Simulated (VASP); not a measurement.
## RbP3: single point with PBE

The system is RbP3.

```
CELL_PARAMETERS angstrom
4.36055 0.00000 0.00000
0.00000 4.36055 0.00000
0.00000 0.00000 4.36055
ATOMIC_POSITIONS crystal
Rb 0.00000 0.00000 0.00000
P 0.00000 0.50000 0.50000
P 0.50000 0.50000 0.00000
P 0.50000 0.00000 0.50000
```

The cell was built by a generator and needn't be a form met in nature.

The cell isn't the ideal one: species swapped into the Gd3Dy type (Pm-3m, No. 221).

```
Program             : VASP 6.6.1
Task                : single point
Functional          : PBE
Potentials or basis : VASP PAW PBE potentials, release 64 (Rb_sv, P)
Cutoff              : 520 eV
k mesh              : 10 × 10 × 10
Occupations         : gaussian, width 0.1 eV
Spin                : no spin polarisation
```

The pressure is 0.2 GPa. The band gap on the k mesh is none (metal or under the smearing width).

Levels at points of the mesh, in eV from the Fermi level:
```csv
k point,band 9,band 10,band 11,band 12,band 13,band 14,band 15,band 16
"(0.00, 0.00, 0.00)",-2.80,-2.80,0.50,0.50,0.50,3.21,3.21,3.21
"(0.50, 0.00, 0.00)",-2.85,-1.40,-0.60,-0.46,-0.46,-0.26,1.95,1.95
"(0.50, 0.50, 0.00)",-2.25,-1.34,-1.34,-1.08,0.01,0.01,2.79,3.00
"(0.50, 0.50, 0.50)",-2.26,-2.26,-2.26,3.08,3.08,3.08,3.22,3.22
```

It took 55 s on 1 thread of Intel(R) Xeon(R) Platinum 8488C (Sapphire Rapids), with other jobs on the host, peak memory 0.22 GiB.
